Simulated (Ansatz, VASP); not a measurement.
# Na3Tl2Cl: VASP beside Ansatz

```
Na Tl Cl
1.0
     6.11563    0.00000    0.00000
    -3.05781    5.29629    0.00000
     0.00000    0.00000    4.76472
Na Tl Cl
3 2 1
Direct
  0.50000 0.00000 0.50000
  0.00000 0.50000 0.50000
  0.50000 0.50000 0.50000
  0.33333 0.66667 0.00000
  0.66667 0.33333 0.00000
  0.00000 0.00000 0.00000
```

Change from the starting cell: species swapped into the LaCu2Ni3 type (P6/mmm, No. 191).

Alike in both runs: task single point; functional PBE; k mesh 3 × 3 × 4; occupations gaussian, width 0.1 eV; no spin polarisation.

```csv
,VASP,Ansatz
version,VASP 6.6.1,Ansatz 0.2.0
potentials or method,"VASP PAW PBE potentials, release 64 (Na_pv, Tl_d, Cl)","scalar-relativistic, plane waves, PAW"
plane-wave cutoff (eV),520,420
valence electrons in the cell,54,60
```

|  | VASP | Ansatz | Ansatz less VASP |
| --- | --- | --- | --- |
| gap on the k mesh at the Fermi level (eV) | none | none | - |
| pressure (GPa) | 5.7 | 5.7 | +0.02 |
| largest component of the traceless stress (GPa) | 2.27 | 2.27 | -0.004 |

A gap of «none» marks a metal or a gap that the smearing closes. The two sets of potentials don't hold the same shells in valence.

Caveats: the k mesh is coarse (spacing up to 0.40 Å⁻¹), so the values aren't converged. Spin-orbit coupling is left out, which matters for the levels of Tl.
